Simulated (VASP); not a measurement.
Consider the following.

```
CELL_PARAMETERS angstrom
     -1.61158     1.61158     2.48596
      1.61158    -1.61158     2.48596
      1.61158     1.61158    -2.48596
ATOMIC_POSITIONS crystal
  In 0.00000 0.00000 0.00000
```

Method: vdW-DF-cx, VASP's PBE PAW potentials (set 64) (plane waves; VASP). Settings: 520 eV cut-off, 18×18×18 Γ-centred mesh, tetrahedra with Blöchl corrections, potentials In_d.

Unless said otherwise, spin-orbit coupling is left out, though it shifts the bands of the heavy elements here.

Question: What does the run give for the energy per atom (σ→0), band gap (on the k-mesh) with the smallest direct gap where there is one?

Answer: 
```
Property                                                    Result
------------------------  ----------------------------------------
band gap (on the k-mesh)  none (metal, semimetal or under 0.01 eV)
energy per atom (σ→0)                                0.434 eV/atom
```

Total energies compare only between runs with the same potentials, cut-off and functional.

The compound is In in the bct structure. It was relaxed first.
